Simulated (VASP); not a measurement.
A run of VASP 6.6.1 is set up as follows.

File INCAR:

```
AGGAC = 1.0
AGGAX = 1.0
ALDAC = 0.0
ALDAX = 1.0
ALGO = Fast
EDIFF = 1E-7
ENCUT = 520
GGA = B5
GGA_COMPAT = F
ISIF = 2
ISMEAR = -1
IVDW = 12
LASPH = T
LCHARG = F
LORBIT = 11
LREAL = F
LSORBIT = T
LWAVE = F
MAGMOM = 0 0 0 0 0 0 0 0 0 0 0 0 0 0 0
NBANDS = 58
NELM = 80
PREC = Accurate
SIGMA = 0.02
VDW_A1 = 0.4298
VDW_A2 = 4.2359
VDW_S6 = 1.0
VDW_S8 = 2.6996
```

KPOINTS

```
k-points
0
Gamma
  4 4 4
```

Contents of POSCAR:

```
CaHgI3
1.0
    5.9455600000      0.0000000000      0.0000000000
    0.0000000000      5.9455600000      0.0000000000
    0.0000000000      0.0000000000      5.9455600000
Ca Hg I
1 1 3
Direct
    0.5000000000      0.5000000000      0.5000000000
    0.0000000000      0.0000000000      0.0000000000
    0.5000000000      0.0000000000      0.0000000000
    0.0000000000      0.5000000000      0.0000000000
    0.0000000000      0.0000000000      0.5000000000
```

Contents of KPOINTS_OPT:

```
path GXMGRX,MR
15
line-mode
reciprocal
 0.0000000000  0.0000000000  0.0000000000  G
 0.0000000000  0.5000000000  0.0000000000  X

 0.0000000000  0.5000000000  0.0000000000  X
 0.5000000000  0.5000000000  0.0000000000  M

 0.5000000000  0.5000000000  0.0000000000  M
 0.0000000000  0.0000000000  0.0000000000  G

 0.0000000000  0.0000000000  0.0000000000  G
 0.5000000000  0.5000000000  0.5000000000  R

 0.5000000000  0.5000000000  0.5000000000  R
 0.0000000000  0.5000000000  0.0000000000  X

 0.5000000000  0.5000000000  0.0000000000  M
 0.5000000000  0.5000000000  0.5000000000  R
```

Potentials or basis: VASP PAW PBE potentials, release 64 (Ca_sv, Hg, I).

Command:

```sh
$ cat potpaw_PBE.64/Ca_sv/POTCAR potpaw_PBE.64/Hg/POTCAR potpaw_PBE.64/I/POTCAR > POTCAR
$ mpirun -np 1 vasp_ncl > vasp.out
```

Q: Estimate the dispersion energy per atom.

A: -0.652 eV.

Q: What does it give for the pressure?

A: -0.7 GPa.

Caveat: the PAW data sets were made with another functional, which shifts forces and pressure a little.
